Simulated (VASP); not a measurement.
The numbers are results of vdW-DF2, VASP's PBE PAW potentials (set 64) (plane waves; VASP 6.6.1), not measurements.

VASP input:

### KPOINTS
```
kpoints
0
Gamma
  13 13 11
```

### POSCAR
```
WC
1
    1.4904465845    -2.5815292909     0.0000000000
    1.4904465845     2.5815292909     0.0000000000
    0.0000000000     0.0000000000     2.8971124989
W C
1 1
Direct
  0.0000000000   0.0000000000   0.0000000000
  0.3333330000   0.6666670000   0.5000000000
```

INCAR:
```
SYSTEM = WC
PREC = Accurate
ENCUT = 520
EDIFF = 1E-6
NELM = 100
ALGO = Normal
LREAL = .FALSE.
LASPH = .TRUE.
ISMEAR = 1
SIGMA = 0.1
GGA = ML
ZAB_VDW = -1.8867
LUSE_VDW = .TRUE.
AGGAC = 0.0
LMAXMIX = 6
LWAVE = .FALSE.
LCHARG = .FALSE.
IBRION = 2
ISIF = 3
NSW = 60
EDIFFG = -0.01
```

POTCAR, in this order: W_sv C (PBE.64 set). Program: vasp_std.

What VASP printed:

### OUTCAR
```
 ion  position               nearest neighbor table
   1  0.000  0.000  0.000-   2 2.25   2 2.25   2 2.25   2 2.25   2 2.25   2 2.25
   2  0.333  0.667  0.500-   1 2.25   1 2.25   1 2.25   1 2.25   1 2.25   1 2.25
  LATTYP: Found a hexagonal cell.
 ALAT       =     2.9808932388
 C/A-ratio  =     0.9718940824
 Subroutine PRICEL returns:
 Original cell was already a primitive cell.
 Subroutine GETGRP returns: Found 12 space group operations
The static configuration has the point symmetry D_3h.
The dynamic configuration has the point symmetry D_3h.
 Subroutine INISYM returns: Found 12 space group operations
 Subroutine IBZKPT returns following result:
 Found    126 irreducible k-points:

 Following reciprocal coordinates:
            Coordinates               Weight
  0.000000  0.000000  0.000000      1.000000
  0.076923  0.000000  0.000000      6.000000
  0.153846  0.000000  0.000000      6.000000
  0.230769 -0.000000  0.000000      6.000000
  0.307692  0.000000  0.000000      6.000000
  0.384615 -0.000000  0.000000      6.000000
  0.461538 -0.000000  0.000000      6.000000
  0.076923  0.076923  0.000000      6.000000
...
```

File OSZICAR:
```
       N       E                     dE             d eps       ncg     rms          rms(c)
DAV:   1     0.119352578793E+03    0.11935E+03   -0.98753E+03  3276   0.153E+03
DAV:   2    -0.153587191310E+02   -0.13471E+03   -0.13086E+03  3786   0.382E+02
DAV:   3    -0.199881967652E+02   -0.46295E+01   -0.45883E+01  4074   0.647E+01
DAV:   4    -0.200427549045E+02   -0.54558E-01   -0.54496E-01  3602   0.736E+00
DAV:   5    -0.200432565270E+02   -0.50162E-03   -0.50162E-03  3806   0.724E-01    0.273E+01
DAV:   6    -0.161983789730E+02    0.38449E+01   -0.15016E+01  3636   0.367E+01    0.549E+00
DAV:   7    -0.160437735156E+02    0.15461E+00   -0.94553E-01  3461   0.865E+00    0.530E+00
DAV:   8    -0.160419231211E+02    0.18504E-02   -0.12075E-01  3471   0.385E+00    0.106E+00
DAV:   9    -0.160407154113E+02    0.12077E-02   -0.35635E-03  3681   0.689E-01    0.183E-01
DAV:  10    -0.160415361054E+02   -0.82069E-03   -0.16278E-03  3416   0.425E-01    0.410E-02
DAV:  11    -0.160415320831E+02    0.40224E-05   -0.48210E-05  3841   0.671E-02    0.117E-02
DAV:  12    -0.160415342618E+02   -0.21788E-05   -0.17344E-05  3326   0.520E-02    0.382E-03
DAV:  13    -0.160415349630E+02   -0.70123E-06   -0.29834E-07  1728   0.623E-03
   1 F= -.16041535E+02 E0= -.16041477E+02  d E =-.160415E+02
```

OUTCAR:
```
------------------------ aborting loop because EDIFF is reached ----------------------------------------
  FORCE on cell =-STRESS in cart. coord.  units (eV):
  Direction    XX          YY          ZZ          XY          YZ          ZX
  --------------------------------------------------------------------------------------
  Total        0.0054128      0.0054128      0.0077928      0.0000000     -0.0000000      0.0000000
  in kB        0.3889925      0.3889925      0.5600317      0.0000000     -0.0000000      0.0000000
  external PRESSURE =       0.4460056 kB  Pullay stress =       0.0000000 kB
  volume of cell :       22.29
      direct lattice vectors                 reciprocal lattice vectors
     1.490446584 -2.581529291  0.000000000     0.335469922 -0.193683644  0.000000000
     1.490446584  2.581529291  0.000000000     0.335469922  0.193683644  0.000000000
     0.000000000  0.000000000  2.897112499     0.000000000  0.000000000  0.345171270
 POSITION                                       TOTAL-FORCE (eV/Angst)
 -----------------------------------------------------------------------------------
      0.00000      0.00000      0.00000         0.000000      0.000000      0.000000
      1.49045      0.86051      1.44856        -0.000000     -0.000000      0.000000
 -----------------------------------------------------------------------------------
    total drift:                                0.000000     -0.000427      0.000000
  FREE ENERGIE OF THE ION-ELECTRON SYSTEM (eV)
  ---------------------------------------------------
  free  energy   TOTEN  =       -16.0415349630 eV

  energy  without entropy=      -16.0413623515  energy(sigma->0) =      -16.04147743

 reached required accuracy - stopping structural energy minimisation
```
(Selected blocks of OUTCAR.)

### OUTCAR
```
 val. band max:       10.2876484955   @ k =   0.4615   0.0769   0.4545

 cond. band min:      10.3119312773   @ k =   0.0769   0.0769   0.4545


 Fermi energy:        10.2996687335

 k-point     1 :       0.0000    0.0000    0.0000
  band No.  band energies     occupation
      1     -63.8914      2.00000
      2     -27.9019      2.00000
      3     -27.8345      2.00000
      4     -27.8344      2.00000
      5      -3.4620      2.00000
      6       6.4343      2.00000
      7       7.2097      2.00000
      8       7.2097      2.00000
      9      10.3656      0.11030
     10      13.1706      0.00000
     11      13.1706      0.00000
     12      15.3725      0.00000
     13      15.3725      0.00000

 k-point     2 :       0.0769    0.0000    0.0000
  band No.  band energies     occupation
      1     -63.8890      2.00000
      2     -27.8973      2.00000
      3     -27.8710      2.00000
      4     -27.8429      2.00000
      5      -3.3238      2.00000
      6       6.4738      2.00000
      7       7.0174      2.00000
      8       7.3392      2.00000
      9       9.9495      2.00001
     10      13.1235      0.00000
     11      13.6351      0.00000
     12      15.0731      0.00000
     13      15.2786      0.00000

 k-point     3 :       0.1538    0.0000    0.0000
  band No.  band energies     occupation
      1     -63.8826      2.00000
      2     -27.9712      2.00000
      3     -27.8845      2.00000
      4     -27.8661      2.00000
      5      -2.9286      2.00000
      6       6.1371      2.00000
      7       7.0035      2.00000
      8       7.7085      2.00000
      9       9.1510      2.00000
     10      12.9959      0.00000
     11      14.4129      0.00000
     12      14.5485      0.00000
     13      15.0393      0.00000

 k-point     4 :       0.2308   -0.0000    0.0000
  band No.  band energies     occupation
      1     -63.8736      2.00000
      2     -28.1100      2.00000
      3     -27.8987      2.00000
...
```

Unless said otherwise, spin-orbit coupling is left out, though it shifts the bands of the heavy elements here.

The compound is WC in the wc structure. It was relaxed first, which changed the volume by +7 %. The start is the result of an earlier pass.
